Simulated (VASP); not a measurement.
Data:

```xyz
1
Lattice="0.0000 1.8050 1.8050 1.8050 0.0000 1.8050 1.8050 1.8050 0.0000" Properties=species:S:1:pos:R:3 pbc="T T T"
Cu     0.0000     0.0000     0.0000
```

Level of theory: PBEsol GGA, VASP's PBE PAW potentials (set 64) (plane waves; VASP). Numerical set-up: 400 eV cut-off, 16×16×16 Γ-centred mesh, first-order Methfessel-Paxton smearing of 0.10 eV, potentials Cu.

Energy and stress use the plane-wave basis of the starting cell.

Task: The ions, cell shape and volume are relaxed. Predict the relaxed structure.

Result: 
```xyz
1
Lattice="0.0000 1.7816 1.7816 1.7816 0.0000 1.7816 1.7816 1.7816 0.0000" Properties=species:S:1:pos:R:3 pbc="T T T"
Cu     0.0000     0.0000     0.0000
```
Space group Fm-3m (225), at a tolerance of 0.03 Å.

Task: How do energy and volume change from the first to the last step?

Result: The energy (σ→0) changes by -8.8 meV/atom and the volume by -3.8 %, in 3 ionic steps.

The compound is Cu in the fcc structure. This run relaxes it. Symmetry was kept, so distortions that lower it aren't found.
